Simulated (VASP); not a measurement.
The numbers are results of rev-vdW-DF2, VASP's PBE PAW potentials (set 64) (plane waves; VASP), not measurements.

VASP ran on this input.

**KPOINTS**
```
Automatic mesh
0
gamma
  7 7 10
0 0 0
```

**INCAR**
```
AGGAC=0.0
ALGO=Normal
EDIFF=1E-7
EDIFFG=-0.01
ENCUT=520
GGA=MK
IBRION=2
ISIF=4
ISMEAR=1
ISPIN=2
LASPH=T
LCHARG=F
LMAXMIX=4
LORBIT=10
LREAL=F
LUSE_VDW=T
LWAVE=F
MAGMOM=2.1 2.1 -0.1 -0.1 -0.1 -0.1
NELM=100
NSW=30
PARAM1=0.1234568
PARAM2=0.7114
PREC=Accurate
SIGMA=0.1
SYSTEM=CrO2
ZAB_VDW=-1.8867
```

**POSCAR**
```
CrO2
1.0
  4.4592913992   0.0000000000   0.0000000000
  0.0000000000   4.4592913992   0.0000000000
  0.0000000000   0.0000000000   2.9411092568
Cr O
2 4
Cartesian
  0.0000000000   0.0000000000   0.0000000000
  2.2296456996   2.2296456996   1.4705546284
  1.3515723983   1.3515723983   0.0000000000
  3.5812180979   0.8780733013   1.4705546284
  0.8780733013   3.5812180979   1.4705546284
  3.1077190009   3.1077190009   0.0000000000
```

POTCAR, in this order: Cr_pv O (PBE.64 set). Program: vasp_std.

Output

File OSZICAR:
```
       N       E                     dE             d eps       ncg     rms          rms(c)
DAV:   1     0.621753676225E+03    0.62175E+03   -0.26558E+04  7200   0.178E+03
DAV:   2     0.167975673172E+02   -0.60496E+03   -0.56929E+03  7898   0.523E+02
DAV:   3    -0.543372019372E+02   -0.71135E+02   -0.69476E+02  8486   0.173E+02
DAV:   4    -0.562316407258E+02   -0.18944E+01   -0.18198E+01  8592   0.279E+01
DAV:   5    -0.562743546227E+02   -0.42714E-01   -0.42674E-01  8944   0.437E+00    0.399E+01
DAV:   6    -0.495843743721E+02    0.66900E+01   -0.17022E+02  8456   0.102E+02    0.433E+01
DAV:   7    -0.428917744136E+02    0.66926E+01   -0.11427E+02  8826   0.106E+02    0.184E+01
DAV:   8    -0.406101346694E+02    0.22816E+01   -0.81064E+00  8110   0.244E+01    0.748E+00
DAV:   9    -0.400561267186E+02    0.55401E+00   -0.23224E+00  9620   0.127E+01    0.239E+00
DAV:  10    -0.400791107200E+02   -0.22984E-01   -0.16271E-01  7876   0.333E+00    0.136E+00
DAV:  11    -0.400763536335E+02    0.27571E-02   -0.43568E-02  9044   0.203E+00    0.573E-01
DAV:  12    -0.400758389708E+02    0.51466E-03   -0.46633E-03  9066   0.506E-01    0.313E-01
DAV:  13    -0.400753443391E+02    0.49463E-03   -0.16997E-03  9458   0.401E-01    0.127E-01
DAV:  14    -0.400753243790E+02    0.19960E-04   -0.23047E-04  9348   0.124E-01    0.713E-02
DAV:  15    -0.400753071727E+02    0.17206E-04   -0.70607E-05  8878   0.747E-02    0.249E-02
DAV:  16    -0.400753077422E+02   -0.56960E-06   -0.12292E-05  8968   0.234E-02    0.957E-03
DAV:  17    -0.400753070164E+02    0.72582E-06   -0.21694E-06  8762   0.143E-02    0.335E-03
DAV:  18    -0.400753071322E+02   -0.11577E-06   -0.24572E-07  5644   0.321E-03    0.127E-03
DAV:  19    -0.400753070185E+02    0.11375E-06   -0.31701E-08  4278   0.139E-03    0.540E-04
DAV:  20    -0.400753071056E+02   -0.87160E-07   -0.74586E-09  4164   0.622E-04
   1 F= -.40075307E+02 E0= -.40075204E+02  d E =-.400753E+02  mag=     4.0000
       N       E                     dE             d eps       ncg     rms          rms(c)
DAV:   1    -0.400806888934E+02   -0.53819E-02   -0.73817E-01  7200   0.612E+00    0.584E-01
DAV:   2    -0.400787709930E+02    0.19179E-02   -0.23796E-02  8850   0.127E+00    0.439E-01
DAV:   3    -0.400778167593E+02    0.95423E-03   -0.42261E-03  9690   0.653E-01    0.284E-01
DAV:   4    -0.400772720918E+02    0.54467E-03   -0.26452E-03 10264   0.451E-01    0.216E-01
DAV:   5    -0.400772515822E+02    0.20510E-04   -0.30583E-04  8904   0.163E-01    0.116E-01
DAV:   6    -0.400772366096E+02    0.14973E-04   -0.36045E-05 10414   0.504E-02    0.898E-02
DAV:   7    -0.400772312559E+02    0.53538E-05   -0.18177E-05 10348   0.318E-02    0.193E-02
DAV:   8    -0.400772304963E+02    0.75954E-06   -0.13458E-06  9044   0.836E-03    0.592E-03
DAV:   9    -0.400772305764E+02   -0.80116E-07   -0.15946E-07  5070   0.312E-03
   2 F= -.40077231E+02 E0= -.40077131E+02  d E =-.192347E-02  mag=     4.0000
       N       E                     dE             d eps       ncg     rms          rms(c)
DAV:   1    -0.400773763524E+02   -0.14586E-03   -0.21159E-02  7212   0.104E+00    0.100E-01
DAV:   2    -0.400773144738E+02    0.61879E-04   -0.68400E-04  8832   0.217E-01    0.747E-02
DAV:   3    -0.400772916933E+02    0.22780E-04   -0.12374E-04  9678   0.112E-01    0.476E-02
DAV:   4    -0.400772779172E+02    0.13776E-04   -0.76934E-05 10250   0.768E-02    0.361E-02
DAV:   5    -0.400772770100E+02    0.90721E-06   -0.89428E-06  8968   0.279E-02    0.196E-02
DAV:   6    -0.400772768628E+02    0.14711E-06   -0.98958E-07 10324   0.828E-03    0.148E-02
DAV:   7    -0.400772764834E+02    0.37944E-06   -0.47525E-07  7022   0.531E-03    0.312E-03
DAV:   8    -0.400772763341E+02    0.14934E-06   -0.48320E-08  4038   0.180E-03    0.919E-04
DAV:   9    -0.400772763556E+02   -0.21506E-07   -0.12382E-08  3870   0.848E-04
   3 F= -.40077276E+02 E0= -.40077181E+02  d E =-.196925E-02  mag=     4.0000
```

OUTCAR:
```
------------------------ aborting loop because EDIFF is reached ----------------------------------------
  FORCE on cell =-STRESS in cart. coord.  units (eV):
  Direction    XX          YY          ZZ          XY          YZ          ZX
  --------------------------------------------------------------------------------------
  Total       -2.4347321     -2.4347321     -2.4721281     -0.0000000      0.0000000      0.0000000
  in kB      -66.6989360    -66.6989360    -67.7233889     -0.0000000      0.0000000      0.0000000
  external PRESSURE =     -67.0404203 kB  Pullay stress =       0.0000000 kB
  volume of cell :       58.48
      direct lattice vectors                 reciprocal lattice vectors
     4.467481560 -0.000000000  0.000000000     0.223839760 -0.000000000  0.000000000
     0.000000000  4.467481560  0.000000000     0.000000000  0.223839760  0.000000000
     0.000000000  0.000000000  2.930335367     0.000000000  0.000000000  0.341257868
 POSITION                                       TOTAL-FORCE (eV/Angst)
 -----------------------------------------------------------------------------------
      0.00000     -0.00000      0.00000         0.000000     -0.000000     -0.000000
      2.23374      2.23374      1.46517         0.000000     -0.000000     -0.000000
      1.35755      1.35755      0.00000        -0.004175     -0.004175      0.000000
      3.59129      0.87619      1.46517        -0.004175      0.004175     -0.000000
      0.87619      3.59129      1.46517         0.004175     -0.004175     -0.000000
      3.10994      3.10994      0.00000         0.004175      0.004175     -0.000000
 -----------------------------------------------------------------------------------
    total drift:                                0.000000      0.000000      0.000000
  FREE ENERGIE OF THE ION-ELECTRON SYSTEM (eV)
  ---------------------------------------------------
  free  energy   TOTEN  =       -40.0772763556 eV

  energy  without entropy=      -40.0769903187  energy(sigma->0) =      -40.07718101

 total charge

# of ion       s       p       d       tot
------------------------------------------
    1        0.341   6.443   4.004  10.787
    2        0.341   6.443   4.004  10.787
    3        1.565   3.445   0.000   5.009
    4        1.565   3.445   0.000   5.009
    5        1.565   3.445   0.000   5.009
    6        1.565   3.445   0.000   5.009
--------------------------------------------------
tot          6.941  26.664   8.007  41.612

 magnetization (x)

# of ion       s       p       d       tot
------------------------------------------
    1        0.017   0.029   2.040   2.087
    2        0.017   0.029   2.040   2.087
    3       -0.003  -0.071   0.000  -0.074
    4       -0.003  -0.071   0.000  -0.074
    5       -0.003  -0.071   0.000  -0.074
    6       -0.003  -0.071   0.000  -0.074
--------------------------------------------------
tot          0.024  -0.227   4.081   3.877

 reached required accuracy - stopping structural energy minimisation
```
(Selected blocks of OUTCAR.)

File CONTCAR:
```
CrO2
   1.00000000000000
     4.4674815600219979   -0.0000000000000000    0.0000000000000000
     0.0000000000000000    4.4674815600219979    0.0000000000000000
     0.0000000000000000    0.0000000000000000    2.9303353667358989
  Cr              O
     2     4
Direct
     0.0000000000000000    0.0000000000000000    0.0000000000000000
     0.5000000000000000    0.5000000000000000    0.5000000000000000
     0.3038727448460260    0.3038727448460260    0.0000000000000000
     0.8038727448460260    0.1961272551539740    0.5000000000000000
     0.1961272551539740    0.8038727448460260    0.5000000000000000
     0.6961272551539740    0.6961272551539740    0.0000000000000000
```

The compound is CrO2 in the rutile structure. This cell is one point of a volume scan, at 1.03 of the reference volume. Symmetry was kept, so distortions that lower it aren't found.
